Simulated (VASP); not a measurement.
A convergence study with VASP on BaS (rock salt): one setting is varied, all else stays as given below, so the limit is that of these other settings.

```
CELL_PARAMETERS angstrom
      0.00000     3.19500     3.19500
      3.19500     0.00000     3.19500
      3.19500     3.19500     0.00000
ATOMIC_POSITIONS crystal
  Ba 0.00000 0.00000 0.00000
  S  0.50000 0.50000 0.50000
```

Calculation: PBE GGA, VASP's PBE PAW potentials (set 64) (plane waves; VASP). The tightest run used: 550 eV cut-off, 16×16×16 Γ-centred mesh, Gaussian smearing of 0.050 eV, potentials Ba_sv S.

The reference is 16×16×16 mesh, which took about 3 core-minutes. The timings are rough (shared machines, no repeats); factors under 2 mean little.

Q: Of the settings 1×1×1 mesh; 2×2×2 mesh; 3×3×3 mesh; 4×4×4 mesh; 5×5×5 mesh; 6×6×6 mesh; 7×7×7 mesh; 8×8×8 mesh; 9×9×9 mesh; 10×10×10 mesh; 11×11×11 mesh; 12×12×12 mesh; 13×13×13 mesh; 14×14×14 mesh; 15×15×15 mesh; 16×16×16 mesh, which is the lowest that keeps the difference from the reference in E (eV/atom) within 0.005 from there on, and what does it cost?

A: 4×4×4 mesh; its cost over the reference is about 1/10.
```
setting        difference in E (eV/atom)  cost over the reference
-------------  -------------------------  -----------------------
1×1×1 mesh                        3.0687               about 1/20
2×2×2 mesh                        0.1484               about 1/20
3×3×3 mesh                        0.0163               about 1/20
4×4×4 mesh                        0.0025               about 1/10
5×5×5 mesh                        0.0005               about 1/10
6×6×6 mesh                        0.0001                about 1/7
7×7×7 mesh                        0.0000                about 1/7
8×8×8 mesh                        0.0000                about 1/5
9×9×9 mesh                        0.0000                about 1/4
10×10×10 mesh                     0.0000                about 1/3
11×11×11 mesh                     0.0000                about 1/3
12×12×12 mesh                     0.0000                about 1/2
13×13×13 mesh                     0.0000                about 1/2
14×14×14 mesh                     0.0000     within a factor of 2
15×15×15 mesh                     0.0000     within a factor of 2
16×16×16 mesh                     0.0000                reference
```

Left out are rungs that failed or repeat a setting and relaxations that didn't move; long series are thinned to 24 rows.

The compound is BaS in the rock salt structure. The cell was not relaxed at this level.
